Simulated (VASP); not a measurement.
# YGaS (P4_2/mmc) in VASP: single point with PBE

Aim: the single point of YGaS with PBE.

Program: VASP 6.6.1. These are calculated values, not measurements. Logs are shortened: lines on timing, memory, paths and dates and some standing lists are left out, and cuts for length are marked.

### Step 1. The crystal as given

It takes space group P4_2/mmc (No. 131, tetragonal). The conventional cell has a = 4.206 Å, b = 4.206 Å, c = 7.721 Å, α = 90.00°, β = 90.00°, γ = 90.00°. Y (site symmetry -4m2) has 4 S at 2.85 Å and 4 Ga at 2.97 Å as nearest neighbours. Ga (site symmetry -4m2) is surrounded by 4 S at 2.85 Å and 4 Y at 2.97 Å. Around S (site symmetry mmm) lie 4 Y at 2.85 Å and 4 Ga at 2.85 Å.

The cell was built by a generator and needn't be a form met in nature.

### Step 2. Single point, PBE

INCAR reads:

```
  PREC = Accurate
  ENCUT = 520
  EDIFF = 1E-7
  ISMEAR = 0
  SIGMA = 0.1
  LREAL = F
  LASPH = T
  NELM = 100
  ALGO = Fast
  ISIF = 2
  LWAVE = F
  LCHARG = F
  GGA = PE
  NBANDS = 39
```

KPOINTS reads:

```
Automatic mesh
0
Gamma
  10 10 6
```

POSCAR reads:

```
YGaS
1.0
    4.2058758658      0.0000000000      0.0000000000
    0.0000000000      4.2058758658      0.0000000000
    0.0000000000      0.0000000000      7.7214075205
Y Ga S
2 2 2
Direct
    0.5000000000      0.5000000000      0.2500000000
    0.5000000000      0.5000000000      0.7500000000
    0.0000000000      0.0000000000      0.7500000000
    0.0000000000      0.0000000000      0.2500000000
    0.0000000000      0.5000000000      0.0000000000
    0.5000000000      0.0000000000      0.5000000000
```

Potentials or basis: VASP PAW PBE potentials, release 64 (Y_sv, Ga_d, S).

Run with:

```sh
cat potpaw_PBE.64/Y_sv/POTCAR potpaw_PBE.64/Ga_d/POTCAR potpaw_PBE.64/S/POTCAR > POTCAR
mpirun -np 1 vasp_std > vasp.out
```

OUTCAR:

```text
PREC = Accurate
   ENCUT = 520
   EDIFF = 1E-7
   ISMEAR = 0
   LREAL = F
   LASPH = T
   NELM = 100
   ISIF = 2
   GGA = PE

 ion  position               nearest neighbor table
   1  0.500  0.500  0.250-   5 2.85   6 2.85   6 2.85   5 2.85   4 2.97   4 2.97   4 2.97   4 2.97
                             2 3.86   2 3.86
   2  0.500  0.500  0.750-   5 2.85   6 2.85   6 2.85   5 2.85   3 2.97   3 2.97   3 2.97   3 2.97
                             1 3.86   1 3.86
   3  0.000  0.000  0.750-   5 2.85   6 2.85   5 2.85   6 2.85   2 2.97   2 2.97   2 2.97   2 2.97

   4  0.000  0.000  0.250-   5 2.85   6 2.85   5 2.85   6 2.85   1 2.97   1 2.97   1 2.97   1 2.97

   5  0.000  0.500  0.000-   1 2.85   2 2.85   3 2.85   4 2.85   3 2.85   4 2.85   1 2.85   2 2.85

   6  0.500  0.000  0.500-   1 2.85   2 2.85   3 2.85   4 2.85   1 2.85   2 2.85   3 2.85   4 2.85

  LATTYP: Found a simple tetragonal cell.
 ALAT       =     4.2058758658
 C/A-ratio  =     1.8358619624

  Lattice vectors:

 A1 = (   4.2058758658,   0.0000000000,   0.0000000000)
 A2 = (   0.0000000000,   4.2058758658,   0.0000000000)
 A3 = (   0.0000000000,   0.0000000000,   7.7214075205)

Analysis of symmetry for initial positions (statically):
=====================================================================
 Subroutine PRICEL returns:
 Original cell was already a primitive cell.

 Routine SETGRP: Setting up the symmetry group for a
 simple tetragonal supercell.

 Subroutine GETGRP returns: Found 16 space group operations
 (whereof  8 operations were pure point group operations)
 out of a pool of 16 trial point group operations.

The static configuration has the point symmetry D_2h.
 The point group associated with its full space group is D_4h.

Analysis of symmetry for dynamics (positions and initial velocities):
=====================================================================
 Subroutine PRICEL returns:
 Original cell was already a primitive cell.

 Routine SETGRP: Setting up the symmetry group for a
 simple tetragonal supercell.

 Subroutine GETGRP returns: Found 16 space group operations
 (whereof  8 operations were pure point group operations)
 out of a pool of 16 trial point group operations.

The dynamic configuration has the point symmetry D_2h.
 The point group associated with its full space group is D_4h.

 Subroutine INISYM returns: Found 16 space group operations
 (whereof  8 operations are pure point group operations),
 and found     1 'primitive' translations

----------------------------------------------------------------------------------------

                                     Primitive cell

  volume of cell :     136.5870

  direct lattice vectors                    reciprocal lattice vectors
     4.205875866  0.000000000  0.000000000     0.237762604  0.000000000  0.000000000
     0.000000000  4.205875866  0.000000000     0.000000000  0.237762604  0.000000000
     0.000000000  0.000000000  7.721407520     0.000000000  0.000000000  0.129510066

  length of vectors
     4.205875866  4.205875866  7.721407520     0.237762604  0.237762604  0.129510066

  position of ions in fractional coordinates (direct lattice)
     0.500000000  0.500000000  0.250000000
     0.500000000  0.500000000  0.750000000
     0.000000000  0.000000000  0.750000000
     0.000000000  0.000000000  0.250000000
     0.000000000  0.500000000  0.000000000
     0.500000000  0.000000000  0.500000000

  ion indices of the primitive-cell ions
   primitive index   ion index
                 1           1
                 2           2
                 3           3
                 4           4
                 5           5
                 6           6

----------------------------------------------------------------------------------------

 KPOINTS: Automatic mesh

Automatic generation of k-mesh.
 Grid dimensions read from file:
 generate k-points for:   10   10    6

 Generating k-lattice:

  Cartesian coordinates                     Fractional coordinates (reciprocal lattice)
     0.023776260  0.000000000  0.000000000     0.100000000  0.000000000  0.000000000
     0.000000000  0.023776260  0.000000000     0.000000000  0.100000000  0.000000000
     0.000000000  0.000000000  0.021585011     0.000000000  0.000000000  0.166666667

  Length of vectors
     0.023776260  0.023776260  0.021585011

  Shift w.r.t. Gamma in fractional coordinates (k-lattice)
     0.000000000  0.000000000  0.000000000

 Subroutine IBZKPT returns following result:
 ===========================================

 Found     84 irreducible k-points:

 Following reciprocal coordinates:
            Coordinates               Weight
  0.000000  0.000000  0.000000      1.000000
  0.100000  0.000000  0.000000      4.000000
  0.200000  0.000000  0.000000      4.000000
  0.300000  0.000000  0.000000      4.000000
  0.400000  0.000000  0.000000      4.000000
  0.500000  0.000000  0.000000      2.000000
[... 16 lines left out ...]
  0.100000  0.000000  0.166667      8.000000
  0.200000  0.000000  0.166667      8.000000
 [... further k-points ...]
   k-points           NKPTS =     84   k-points in BZ     NKDIM =     84   number of bands    NBANDS=     39
   number of dos      NEDOS =    301   number of ions     NIONS =      6
   total plane-waves  NPLWV =  61440
   dimension x,y,z NGX =    32 NGY =   32 NGZ =   60
   dimension x,y,z NGXF=    64 NGYF=   64 NGZF=  120
   ions per type =               2   2   2
   NGX,Y,Z   is equivalent  to a cutoff of  12.65, 12.65, 12.92 a.u.
   NGXF,Y,Z  is equivalent  to a cutoff of  25.30, 25.30, 25.84 a.u.
 SYSTEM =  unknown system
   PREC   = accura    normal or accurate (medium, high low for compatibility)
   ISTART =      0    job   : 0-new  1-cont  2-samecut
   ICHARG =      2    charge: 1-file 2-atom 10-const
   ISPIN  =      1    spin polarized calculation?
   LNONCOLLINEAR =      F non collinear calculations
   LSORBIT =      F    spin-orbit coupling
   LASPH  =      T    aspherical Exc in radial PAW
   ENCUT  =  520.0 eV  38.22 Ry    6.18 a.u.   7.82  7.82 14.36*2*pi/ulx,y,z
   NELM   =    100;   NELMIN=  2; NELMDL= -5     # of ELM steps
   EDIFF  = 0.1E-06   stopping-criterion for ELM
   LREAL  =      F    real-space projection
   EDIFFG = 0.1E-05   stopping-criterion for IOM
   NSW    =      0    number of steps for IOM
   IBRION =     -1    ionic relax: 0-MD 1-quasi-New 2-CG
   NFREE  =      0    steps in history (QN), initial steepest desc. (CG)
   ISIF   =      2    stress and relaxation
   ISYM   =      2    0-nonsym 1-usesym 2-fastsym
   POTIM  = 0.5000    time-step for ionic-motion
   TEBEG  =    0.0;   TEEND  =   0.0 temperature during run
   PSTRESS=    0.0 pullay stress
   NELECT =      60.0000    total number of electrons
   NUPDOWN=      -1.0000    fix difference up-down
   EMIN   =  10.00;   EMAX   =-10.00  energy-range for DOS
   EFERMI =   0.00;   METHOD = LEGACY
   ISMEAR =     0;   SIGMA  =   0.10  broadening in eV -4-tet -1-fermi 0-gaus
   EFERMI_NEDOS =   21; number of points for ismear=-14 and -15
   IALGO  =     68    algorithm
   IMIX   =      4    mixing-type and parameters
     AMIX     =   0.40;   BMIX     =  1.00
     AMIX_MAG =   1.60;   BMIX_MAG =  1.00
  volume/ion in A,a.u.               =      22.76       153.62
  Fermi-wavevector in a.u.,A,eV,Ry     =   1.244482  2.351731 21.071842  1.548737
  Thomas-Fermi vector in A             =   2.378747
   LORBIT       =      0    0 simple, 1 ext, 2 COOP (PROOUT), +10 PAW based schemes
   GGA     = PE    functional components
   LHFCALC =     F    Hartree Fock is set to
   AEXX    =    0.0000 exact exchange contribution
   IVDW    =     0    specifies the selected vdW correction
   LEPSILON=     F    determine dielectric tensor
   LRPA    =     F    only Hartree local field effects (RPA)
 non-spin polarized calculation
 RMM-DIIS sequential band-by-band and
 Gauss-broadening in eV      SIGMA  =   0.10
  energy-cutoff  :      520.00
  volume of cell :      136.59
 maximum number of plane-waves:      3709
 NGX is ok and might be reduce to    32
   NGX = 15   NGY = 15   NGZ = 29

 number of electron      59.9999991 magnetization

 Free energy of the ion-electron system (eV)
  ---------------------------------------------------
  ext. energy  EPLUGINS =         0.00000000
  ---------------------------------------------------
  free energy    TOTEN  =       -31.39877710 eV

  energy without entropy =      -31.38018779  energy(sigma->0) =      -31.38948245

 E-fermi :   4.9648     XC(G=0): -10.0210

 val. band max:        4.9586398260   @ k =   0.3000   0.1000   0.3333
 cond. band min:       4.9659280064   @ k =   0.3000   0.0000   0.5000
 fundamental gap:      0.0072881803
 Fermi energy:         4.9648015917

 k-point     1 :       0.0000    0.0000    0.0000
  band No.  band energies     occupation
      1     -38.1223      2.00000
      2     -38.1130      2.00000
      3     -18.3351      2.00000
      4     -18.1387      2.00000
      5     -18.1105      2.00000
      6     -18.1105      2.00000
[... 31 lines left out ...]
     38       7.2613      0.00000
     39       8.6363      0.00000

 k-point     2 :       0.1000    0.0000    0.0000
  band No.  band energies     occupation
      1     -38.1220      2.00000
      2     -38.1127      2.00000
      3     -18.3331      2.00000
      4     -18.1380      2.00000
      5     -18.1211      2.00000
      6     -18.1103      2.00000
[... 31 lines left out ...]
     38       8.0764      0.00000
     39       8.2842      0.00000

 k-point     3 :       0.2000    0.0000    0.0000
  band No.  band energies     occupation
      1     -38.1212      2.00000
      2     -38.1119      2.00000
      3     -18.3277      2.00000
      4     -18.1488      2.00000
      5     -18.1367      2.00000
      6     -18.1205      2.00000
[... 832 lines left out ...]
 k-point    23 :       0.1000    0.0000    0.1667
  band No.  band energies     occupation
      1     -38.1214      2.00000
      2     -38.1133      2.00000
      3     -18.3204      2.00000
      4     -18.1516      2.00000
      5     -18.1197      2.00000
      6     -18.1091      2.00000
[... 31 lines left out ...]
     38       8.0398      0.00000
     39       8.5792      0.00000

 k-point    24 :       0.2000    0.0000    0.1667
  band No.  band energies     occupation
      1     -38.1205      2.00000
      2     -38.1125      2.00000
      3     -18.3152      2.00000
      4     -18.1516      2.00000
      5     -18.1453      2.00000
      6     -18.1223      2.00000
[... 31 lines left out ...]
     38       8.2921      0.00000
     39       8.6993      0.00000

 [... further k-points ...]

------------------------ aborting loop because EDIFF is reached ----------------------------------------

  FORCE on cell =-STRESS in cart. coord.  units (eV):
  Direction    XX          YY          ZZ          XY          YZ          ZX
  --------------------------------------------------------------------------------------
  -------------------------------------------------------------------------------------
  Total       -0.0040454     -0.0040454     -0.0095735      0.0000000      0.0000000      0.0000000
  in kB       -0.0474526     -0.0474526     -0.1122976      0.0000000      0.0000000      0.0000000
  external PRESSURE =      -0.0690676 kB  Pullay stress =       0.0000000 kB

 VOLUME and BASIS-vectors are now :
 -----------------------------------------------------------------------------
  energy-cutoff  :      520.00
  volume of cell :      136.59
      direct lattice vectors                 reciprocal lattice vectors
     4.205875866  0.000000000  0.000000000     0.237762604  0.000000000  0.000000000
     0.000000000  4.205875866  0.000000000     0.000000000  0.237762604  0.000000000
     0.000000000  0.000000000  7.721407520     0.000000000  0.000000000  0.129510066

 POSITION                                       TOTAL-FORCE (eV/Angst)
 -----------------------------------------------------------------------------------
      2.10294      2.10294      1.93035        -0.000000     -0.000000      0.000000
      2.10294      2.10294      5.79106         0.000000     -0.000000      0.000000
      0.00000      0.00000      5.79106         0.000000      0.000000     -0.000000
      0.00000      0.00000      1.93035         0.000000      0.000000     -0.000000
      0.00000      2.10294      0.00000         0.000000      0.000000     -0.000000
      2.10294      0.00000      3.86070         0.000000      0.000000     -0.000000
 -----------------------------------------------------------------------------------
    total drift:                                0.000000     -0.000000     -0.000000

  FREE ENERGIE OF THE ION-ELECTRON SYSTEM (eV)
  ---------------------------------------------------
  free  energy   TOTEN  =       -31.3987771038 eV

  energy  without entropy=      -31.3801877886  energy(sigma->0) =      -31.38948245
```

Wall time 8.9 min (1 thread of Intel Xeon 6975P-C (Granite Rapids), shared host); peak memory 0.55 GiB.

Results:

```yaml
Free_energy: -31.3988 eV
Pressure: 0.0 GPa
Band_gap_on_the_k_mesh: none (metal or under the smearing width)
```
